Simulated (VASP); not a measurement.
A convergence study with VASP on PbTe (rock salt): one setting is varied, all else stays as given below, so the limit is that of these other settings. Each run relaxes cell and ions from the cell shown.

```yaml
crystal:
  lattice:
    - [0.00000, 3.23000, 3.23000]
    - [3.23000, 0.00000, 3.23000]
    - [3.23000, 3.23000, 0.00000]
  atoms:
    - { symbol: Te, position: [0.50000, 0.50000, 0.50000] }
    - { symbol: Pb, position: [0.00000, 0.00000, 0.00000] }
```

Computed with PBEsol GGA, VASP's PBE PAW potentials (set 64) (plane waves; VASP 6.6.1). The tightest run used: 550 eV cut-off, 11×11×11 Γ-centred mesh, Gaussian smearing of 0.050 eV, potentials Te Pb_d.

Unless said otherwise, spin-orbit coupling is left out, though it shifts the bands of the heavy elements here. Gaps are read on the run's mesh, which can miss a band edge.

The settings run are 2×2×2 mesh; 3×3×3 mesh; 4×4×4 mesh; 5×5×5 mesh; 7×7×7 mesh; 8×8×8 mesh; 9×9×9 mesh; 10×10×10 mesh; 11×11×11 mesh. From which on does the relaxed volume stay within 0.1 Å³/atom of the tightest run?

From 3×3×3 mesh on: it is off by 0.048 there and by no more than 0.1 in any finer run, while 2×2×2 mesh is off by 5.449.
| setting | relaxed volume (Å³/atom) | E (eV/atom) | gap on the mesh (eV) | irreducible k-points | difference judged (Å³/atom) |
|---|---|---|---|---|---|
| 2×2×2 mesh | 38.866 | -3.3682 | 0.692 | 3 | 5.449 |
| 3×3×3 mesh | 33.370 | -4.1550 | 1.792 | 4 | 0.048 |
| 4×4×4 mesh | 33.424 | -4.1263 | 0.649 | 8 | 0.006 |
| 5×5×5 mesh | 33.414 | -4.1306 | 1.137 | 10 | 0.003 |
| 7×7×7 mesh | 33.404 | -4.1304 | 0.943 | 20 | 0.013 |
| 8×8×8 mesh | 33.425 | -4.1296 | 0.649 | 29 | 0.007 |
| 9×9×9 mesh | 33.415 | -4.1299 | 0.838 | 35 | 0.003 |
| 10×10×10 mesh | 33.418 | -4.1297 | 0.649 | 47 | 0.001 |
| 11×11×11 mesh | 33.418 | -4.1297 | 0.780 | 56 | 0.000 |

Left out are rungs that failed or repeat a setting and relaxations that didn't move; long series are thinned to 24 rows.

The compound is PbTe in the rock salt structure.
